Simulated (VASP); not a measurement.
Output of a VASP run:

**OSZICAR**
```
       N       E                     dE             d eps       ncg     rms          rms(c)
DAV:   1     0.115249140022E+02    0.11525E+02   -0.38020E+03  1192   0.820E+02
DAV:   2     0.881295577190E+00   -0.10644E+02   -0.10486E+02  1600   0.107E+02
DAV:   3     0.685345652894E+00   -0.19595E+00   -0.19511E+00  1648   0.104E+01
DAV:   4     0.683577074588E+00   -0.17686E-02   -0.17685E-02  1752   0.130E+00
DAV:   5     0.683572609907E+00   -0.44647E-05   -0.44646E-05  1696   0.624E-02    0.685E+00
DAV:   6     0.668774257493E+00   -0.14798E-01   -0.25421E-03  1864   0.390E-01    0.409E+00
DAV:   7     0.659591801593E+00   -0.91825E-02   -0.75637E-03  1720   0.626E-01    0.608E-02
DAV:   8     0.659312568081E+00   -0.27923E-03   -0.42841E-04  1448   0.121E-01    0.162E-02
DAV:   9     0.659267107708E+00   -0.45460E-04   -0.66694E-05  1504   0.449E-02    0.739E-03
DAV:  10     0.659264706865E+00   -0.24008E-05   -0.86127E-06  1920   0.204E-02    0.140E-03
DAV:  11     0.659264640873E+00   -0.65992E-07   -0.91554E-08  1384   0.282E-03
   1 F= 0.65926464E+00 E0= 0.65942362E+00  d E =-.476940E-03
```

### OUTCAR
```
------------------------ aborting loop because EDIFF is reached ----------------------------------------
  FORCE on cell =-STRESS in cart. coord.  units (eV):
  Direction    XX          YY          ZZ          XY          YZ          ZX
  --------------------------------------------------------------------------------------
  Total       -0.1867637     -0.1867637     -0.1867637      0.0000000      0.0000000     -0.0000000
  in kB       -6.9634491     -6.9634491     -6.9634491      0.0000000      0.0000000     -0.0000000
  external PRESSURE =      -6.9634491 kB  Pullay stress =       0.0000000 kB
  volume of cell :       42.97
      direct lattice vectors                 reciprocal lattice vectors
    -2.206511602  2.206511602  2.206511602     0.000000000  0.226602026  0.226602026
     2.206511602 -2.206511602  2.206511602     0.226602026  0.000000000  0.226602026
     2.206511602  2.206511602 -2.206511602     0.226602026  0.226602026  0.000000000
 POSITION                                       TOTAL-FORCE (eV/Angst)
 -----------------------------------------------------------------------------------
      0.00000      0.00000      0.00000         0.000000     -0.000000     -0.000000
 -----------------------------------------------------------------------------------
    total drift:                               -0.000000     -0.000000     -0.000000
  FREE ENERGIE OF THE ION-ELECTRON SYSTEM (eV)
  ---------------------------------------------------
  free  energy   TOTEN  =         0.6592646409 eV

  energy  without entropy=        0.6597415809  energy(sigma->0) =        0.65942362
```
(Selected blocks of OUTCAR.)

POSCAR:
```
Eu
1
   -2.2065116020     2.2065116020     2.2065116020
    2.2065116020    -2.2065116020     2.2065116020
    2.2065116020     2.2065116020    -2.2065116020
Eu
1
Direct
  0.0000000000   0.0000000000   0.0000000000
```

**Question.** Write an INCAR and KPOINTS that could have produced this output.

**Answer.** This is not unique; one that fits is the input of the run itself, optB88-vdW, plane waves, VASP's PBE PAW potentials (set 64).

KPOINTS:
```
Automatic mesh
0
Gamma
  12 12 12
0 0 0
```

### INCAR
```
! general
SYSTEM   = Eu
PREC     = Accurate
ENCUT    = 520
LREAL    = .FALSE.
LASPH    = .TRUE.

! electronic loop
EDIFF    = 1E-7
NELM     = 100
ALGO     = Normal
LMAXMIX  = 6

! smearing
ISMEAR   = 1
SIGMA    = 0.1

! functional
GGA      = BO
LUSE_VDW = .TRUE.
AGGAC    = 0.0
PARAM1   = 0.1833333333
PARAM2   = 0.22

! ions
ISIF     = 2

! output
LWAVE    = .FALSE.
LCHARG   = .FALSE.
```

POTCAR, in this order: Eu_2 (PBE.64 set). Program: vasp_std.

The 4f electrons are frozen in the core of the lanthanide potential, so 4f levels, which can set the real gap, and their magnetism are missing.

The compound is Eu in the bcc structure. This cell is one point of a volume scan, at 1.06 of the reference volume.
